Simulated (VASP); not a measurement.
These are PBEsol GGA, VASP's PBE PAW potentials (set 64) (plane waves; VASP) values and carry that method's errors.

VASP input:

**POSCAR**
```
Hg3MgTe4
1
   -0.0011824577     6.5204626790     6.5195622643
    6.5204626790    -0.0011824577     6.5195622643
    3.2596401107     3.2596401107     0.0000000000
Mg Te Hg
1 4 3
Direct
  0.0007202298   0.0007202298   0.9985595404
  0.1226094348   0.1226094348   0.2547811303
  0.1242274000   0.6276571035   0.2481154966
  0.6276571035   0.1242274000   0.2481154966
  0.6251201689   0.6251201689   0.2497596622
  0.0001833310   0.4997444274   0.0000722415
  0.4997444274   0.0001833310   0.0000722415
  0.4997379046   0.4997379046   0.0005241908
```

**KPOINTS**
```
kpoints
0
G
  4 4 7
0 0 0
```

### INCAR
```
SYSTEM=Hg3MgTe4
PREC=Accurate; ENCUT=400; LREAL=.False.
LASPH=.True.
EDIFF=1E-6; NELM=100; ALGO=Normal
LMAXMIX=6
ISMEAR=1; SIGMA=0.1
GGA=PS
IBRION=2; NSW=60; ISIF=3
EDIFFG=-0.02
LWAVE=.False.; LCHARG=.False.
```

POTCAR, in this order: Mg Te Hg (PBE.64 set). Program: vasp_std.

What VASP printed:

File OUTCAR:
```
 ion  position               nearest neighbor table
   1  0.001  0.001  0.999-   2 2.80   2 2.80   4 2.81   3 2.81
   2  0.123  0.123  0.255-   1 2.80   1 2.80   6 2.84   7 2.84
   3  0.124  0.628  0.248-   1 2.81   8 2.83   6 2.83   6 2.83
   4  0.628  0.124  0.248-   1 2.81   8 2.83   7 2.83   7 2.83
   5  0.625  0.625  0.250-   6 2.82   7 2.82   8 2.83   8 2.83
   6  0.000  0.500  0.000-   5 2.82   3 2.83   3 2.83   2 2.84
   7  0.500  0.000  0.000-   5 2.82   4 2.83   4 2.83   2 2.84
   8  0.500  0.500  0.001-   5 2.83   5 2.83   3 2.83   4 2.83
  LATTYP: Found a base centered orthorhombic cell.
 ALAT       =     9.2229990013
 B/A-ratio  =     1.4137618931
 C/A-ratio  =     0.4998186872
 Subroutine PRICEL returns:
 Original cell was already a primitive cell.
 Subroutine GETGRP returns: Found  4 space group operations
The static configuration has the point symmetry C_2v.
The dynamic configuration has the point symmetry C_2v.
 Subroutine INISYM returns: Found  4 space group operations
 Subroutine IBZKPT returns following result:
 Found     37 irreducible k-points:

 Following reciprocal coordinates:
            Coordinates               Weight
  0.000000  0.000000  0.000000      1.000000
...
```

OSZICAR:
```
       N       E                     dE             d eps       ncg     rms          rms(c)
DAV:   1     0.342592514717E+03    0.34259E+03   -0.22498E+04  2754   0.115E+03
DAV:   2     0.220739574840E+01   -0.34039E+03   -0.32934E+03  3135   0.270E+02
DAV:   3    -0.204746807681E+02   -0.22682E+02   -0.22468E+02  3327   0.689E+01
DAV:   4    -0.208864908277E+02   -0.41181E+00   -0.41125E+00  3367   0.861E+00
DAV:   5    -0.208919406838E+02   -0.54499E-02   -0.54493E-02  3241   0.109E+00    0.126E+01
DAV:   6    -0.199746424312E+02    0.91730E+00   -0.23767E+00  3142   0.138E+01    0.990E+00
DAV:   7    -0.199473440055E+02    0.27298E-01   -0.10590E+00  3033   0.438E+00    0.411E+00
DAV:   8    -0.199371743777E+02    0.10170E-01   -0.10505E-01  2943   0.256E+00    0.129E+00
DAV:   9    -0.199374080513E+02   -0.23367E-03   -0.95701E-03  3049   0.838E-01    0.499E-01
DAV:  10    -0.199370771455E+02    0.33091E-03   -0.24241E-03  3028   0.313E-01    0.760E-02
DAV:  11    -0.199370971044E+02   -0.19959E-04   -0.59558E-04  3043   0.138E-01    0.571E-02
DAV:  12    -0.199370937462E+02    0.33581E-05   -0.10210E-04  3081   0.682E-02    0.219E-02
DAV:  13    -0.199371052709E+02   -0.11525E-04   -0.32862E-05  2933   0.472E-02    0.148E-02
DAV:  14    -0.199371060801E+02   -0.80920E-06   -0.52761E-06  2937   0.191E-02
   1 F= -.19937106E+02 E0= -.19937410E+02  d E =-.199371E+02
       N       E                     dE             d eps       ncg     rms          rms(c)
DAV:   1    -0.200270607261E+02   -0.89955E-01   -0.19177E+00  2884   0.103E+01    0.214E+00
DAV:   2    -0.199499007604E+02    0.77160E-01   -0.22783E-01  2848   0.438E+00    0.650E-01
DAV:   3    -0.199423831554E+02    0.75176E-02   -0.31916E-02  3036   0.101E+00    0.715E-01
DAV:   4    -0.199412580441E+02    0.11251E-02   -0.37781E-03  2893   0.428E-01    0.134E-01
DAV:   5    -0.199407144198E+02    0.54362E-03   -0.23005E-03  3014   0.366E-01    0.106E-01
DAV:   6    -0.199407311526E+02   -0.16733E-04   -0.14580E-04  2985   0.825E-02    0.771E-02
DAV:   7    -0.199407206199E+02    0.10533E-04   -0.36771E-05  3103   0.444E-02    0.284E-02
DAV:   8    -0.199407218209E+02   -0.12011E-05   -0.15374E-05  3062   0.195E-02    0.986E-03
DAV:   9    -0.199407217895E+02    0.31444E-07   -0.65285E-07  1714   0.453E-03
   2 F= -.19940722E+02 E0= -.19941007E+02  d E =-.361571E-02
       N       E                     dE             d eps       ncg     rms          rms(c)
DAV:   1    -0.199443147985E+02   -0.35930E-02   -0.74846E-02  2889   0.204E+00    0.439E-01
DAV:   2    -0.199413455997E+02    0.29692E-02   -0.86787E-03  2843   0.847E-01    0.136E-01
DAV:   3    -0.199410439912E+02    0.30161E-03   -0.11646E-03  3021   0.196E-01    0.147E-01
DAV:   4    -0.199409850914E+02    0.58900E-04   -0.14452E-04  2908   0.783E-02    0.257E-02
DAV:   5    -0.199409607001E+02    0.24391E-04   -0.89669E-05  2989   0.727E-02    0.215E-02
DAV:   6    -0.199409609629E+02   -0.26284E-06   -0.60118E-06  2913   0.177E-02
   3 F= -.19940961E+02 E0= -.19941250E+02  d E =-.385488E-02
       N       E                     dE             d eps       ncg     rms          rms(c)
DAV:   1    -0.199410967796E+02   -0.13608E-03   -0.30366E-03  2899   0.407E-01    0.901E-02
DAV:   2    -0.199409691167E+02    0.12766E-03   -0.37277E-04  2853   0.175E-01    0.286E-02
DAV:   3    -0.199409560311E+02    0.13086E-04   -0.50822E-05  3051   0.403E-02    0.305E-02
DAV:   4    -0.199409524295E+02    0.36016E-05   -0.63807E-06  2496   0.167E-02    0.538E-03
DAV:   5    -0.199409508959E+02    0.15336E-05   -0.38354E-06  2387   0.154E-02    0.449E-03
DAV:   6    -0.199409508234E+02    0.72480E-07   -0.29843E-07  1434   0.383E-03
   4 F= -.19940951E+02 E0= -.19941240E+02  d E =-.384474E-02
       N       E                     dE             d eps       ncg     rms          rms(c)
DAV:   1    -0.199409801596E+02   -0.29264E-04   -0.54683E-04  2904   0.175E-01    0.374E-02
DAV:   2    -0.199409587328E+02    0.21427E-04   -0.61770E-05  2833   0.715E-02    0.108E-02
DAV:   3    -0.199409568111E+02    0.19217E-05   -0.83515E-06  2881   0.167E-02    0.120E-02
DAV:   4    -0.199409570267E+02   -0.21559E-06   -0.89120E-07  1404   0.658E-03
   5 F= -.19940957E+02 E0= -.19941246E+02  d E =-.385095E-02
       N       E                     dE             d eps       ncg     rms          rms(c)
DAV:   1    -0.199411448809E+02   -0.18807E-03   -0.19605E-02  2768   0.646E-01    0.539E-02
DAV:   2    -0.199410923737E+02    0.52507E-04   -0.15698E-04  3216   0.790E-02    0.243E-02
DAV:   3    -0.199410700957E+02    0.22278E-04   -0.34839E-05  3190   0.320E-02    0.110E-02
DAV:   4    -0.199410674903E+02    0.26055E-05   -0.73902E-06  3092   0.147E-02    0.516E-03
DAV:   5    -0.199410674159E+02    0.74363E-07   -0.43079E-07  1629   0.360E-03
   6 F= -.19941067E+02 E0= -.19941357E+02  d E =-.110389E-03
```

### OUTCAR
```
------------------------ aborting loop because EDIFF is reached ----------------------------------------
  FORCE on cell =-STRESS in cart. coord.  units (eV):
  Direction    XX          YY          ZZ          XY          YZ          ZX
  --------------------------------------------------------------------------------------
  Total        0.0126542      0.0126542     -0.0522795      0.0324718      0.0000000      0.0000000
  in kB        0.0738833      0.0738833     -0.3052406      0.1895909      0.0000000      0.0000000
  external PRESSURE =      -0.0524914 kB  Pullay stress =       0.0000000 kB
  volume of cell :      274.41
      direct lattice vectors                 reciprocal lattice vectors
     0.003725340  6.500366873  6.494177407    -0.076962843  0.076962843  0.076992045
     6.500366873  0.003725340  6.494177407     0.076962843 -0.076962843  0.076992045
     3.252046107  3.252046107  0.000000000     0.153749358  0.153749358 -0.153984090
 POSITION                                       TOTAL-FORCE (eV/Angst)
 -----------------------------------------------------------------------------------
      3.25205      3.25205      0.01082        -0.000000     -0.000000      0.016682
      1.62602      1.62602      1.59390        -0.000000     -0.000000      0.001191
      4.88702      1.61707      4.88209         0.002217     -0.002217     -0.008060
      1.61707      4.88702      4.88209        -0.002217      0.002217     -0.008060
      4.87807      4.87807      8.11765         0.000000      0.000000     -0.014829
      3.24743      0.00462      3.24695        -0.010049      0.010049      0.006621
      0.00462      3.24743      3.24695         0.010049     -0.010049      0.006621
      3.25205      3.25205      6.49043         0.000000      0.000000     -0.000166
 -----------------------------------------------------------------------------------
    total drift:                                0.000001      0.000001      0.000062
  FREE ENERGIE OF THE ION-ELECTRON SYSTEM (eV)
  ---------------------------------------------------
  free  energy   TOTEN  =       -19.9410674159 eV

  energy  without entropy=      -19.9419374131  energy(sigma->0) =      -19.94135741

 reached required accuracy - stopping structural energy minimisation
```
(Selected blocks of OUTCAR.)

**CONTCAR**
```
Hg3MgTe4
   1.00000000000000
     0.0037253404881600    6.5003668725585495    6.4941774068407714
     6.5003668725585495    0.0037253404881600    6.4941774068407714
     3.2520461065730428    3.2520461065730428    0.0000000000001946
  Mg              Te              Hg
     1     4     3
Direct
     0.0008331393043067    0.0008331393043067    0.9983337213913935
     0.1227172497603915    0.1227172497603915    0.2545655003792151
     0.1242178255086721    0.6275463171351487    0.2482358574561812
     0.6275463171351487    0.1242178255086721    0.2482358574561812
     0.6249943453151144    0.6249943453151144    0.2500113093697640
     0.0004141611833158    0.4995651381813737    0.0000207005353159
     0.4995651381813737    0.0004141611833158    0.0000207005353159
     0.4997118236116842    0.4997118236116842    0.0005763527766387
```

The structure was generated: Hg3MgTe4 was put into an ordered model structure (Amm2), which need not be its known phase. This run relaxes it. Symmetry was kept, so distortions that lower it aren't found. The start is the result of an earlier pass.
